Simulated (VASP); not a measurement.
Output of a VASP run:

OSZICAR:
```
       N       E                     dE             d eps       ncg     rms          rms(c)
DAV:   1     0.309444507062E+03    0.30944E+03   -0.15140E+04   720   0.178E+03
DAV:   2     0.179607943798E+02   -0.29148E+03   -0.28260E+03   830   0.458E+02
DAV:   3    -0.821704374647E+01   -0.26178E+02   -0.25904E+02   820   0.150E+02
DAV:   4    -0.901991515395E+01   -0.80287E+00   -0.80206E+00   770   0.277E+01
DAV:   5    -0.904652397890E+01   -0.26609E-01   -0.26608E-01   772   0.516E+00    0.756E+00
DAV:   6    -0.729505803244E+01    0.17515E+01   -0.92786E+00   940   0.260E+01    0.263E+00
DAV:   7    -0.728946314671E+01    0.55949E-02   -0.40909E-01   726   0.449E+00    0.151E+00
DAV:   8    -0.729147160751E+01   -0.20085E-02   -0.10441E-01   726   0.399E+00    0.485E-01
DAV:   9    -0.728934654020E+01    0.21251E-02   -0.19010E-02   816   0.108E+00    0.100E-01
DAV:  10    -0.729144117720E+01   -0.20946E-02   -0.28429E-03   722   0.469E-01    0.254E-02
DAV:  11    -0.729149865704E+01   -0.57480E-04   -0.13950E-04   754   0.110E-01    0.120E-02
DAV:  12    -0.729153373666E+01   -0.35080E-04   -0.80519E-05   720   0.817E-02    0.957E-03
DAV:  13    -0.729153196778E+01    0.17689E-05   -0.13613E-05   848   0.425E-02    0.135E-03
DAV:  14    -0.729153234640E+01   -0.37863E-06   -0.11339E-06   724   0.889E-03    0.880E-04
DAV:  15    -0.729153238937E+01   -0.42973E-07   -0.75899E-08   592   0.266E-03
   1 F= -.72915324E+01 E0= -.72915324E+01  d E =-.152760E-11
```

File OUTCAR:
```
------------------------ aborting loop because EDIFF is reached ----------------------------------------
  FORCE on cell =-STRESS in cart. coord.  units (eV):
  Direction    XX          YY          ZZ          XY          YZ          ZX
  --------------------------------------------------------------------------------------
  Total        0.0116521      0.0116521      0.0116521     -0.0000000     -0.0000000     -0.0000000
  in kB        0.3608111      0.3608111      0.3608111     -0.0000000     -0.0000000     -0.0000000
  external PRESSURE =       0.3608111 kB  Pullay stress =       0.0000000 kB
  volume of cell :       51.74
      direct lattice vectors                 reciprocal lattice vectors
     0.000000000  2.957567592  2.957567592    -0.169057844  0.169057844  0.169057844
     2.957567592  0.000000000  2.957567592     0.169057844 -0.169057844  0.169057844
     2.957567592  2.957567592  0.000000000     0.169057844  0.169057844 -0.169057844
 POSITION                                       TOTAL-FORCE (eV/Angst)
 -----------------------------------------------------------------------------------
      0.00000      0.00000      0.00000        -0.000000      0.000000      0.000000
      1.47878      1.47878      1.47878        -0.000000     -0.000000     -0.000000
      4.43635      4.43635      4.43635         0.000000      0.000000      0.000000
 -----------------------------------------------------------------------------------
    total drift:                                0.000000     -0.000000      0.000000
  FREE ENERGIE OF THE ION-ELECTRON SYSTEM (eV)
  ---------------------------------------------------
  free  energy   TOTEN  =        -7.2915323894 eV

  energy  without entropy=       -7.2915323894  energy(sigma->0) =       -7.29153239
```
(Selected blocks of OUTCAR.)

### POSCAR
```
PbF2
1
    0.0000000000     2.9575675917     2.9575675917
    2.9575675917     0.0000000000     2.9575675917
    2.9575675917     2.9575675917     0.0000000000
Pb F
1 2
Direct
  0.0000000000   0.0000000000   0.0000000000
  0.2500000000   0.2500000000   0.2500000000
  0.7500000000   0.7500000000   0.7500000000
```

Task: Reconstruct the remaining input files.

Result: This is not unique; one that fits is the input of the run itself, vdW-DF-cx, plane waves, VASP's PBE PAW potentials (set 64).

### KPOINTS
```
Automatic mesh
0
Gamma
7 7 7
0 0 0
```

**INCAR**
```
ISIF = 2
ALGO = Normal   # blocked Davidson
SYSTEM = PbF2
PREC = Accurate
SIGMA = 0.05
EDIFF = 1E-7
ENCUT = 520   # plane-wave cut-off (eV)
LREAL = .FALSE.
NELM = 100
LMAXMIX = 4   # l cut-off of mixed one-centre charges
LWAVE = .FALSE.
GGA = CX
LCHARG = .FALSE.
AGGAC = 0.0
LUSE_VDW = .TRUE.
LASPH = .TRUE.   # aspherical one-centre terms
ISMEAR = 0
```

POTCAR, in this order: Pb_d F (PBE.64 set). Program: vasp_std.

The compound is PbF2 in the fluorite structure, the β form. It was relaxed first.
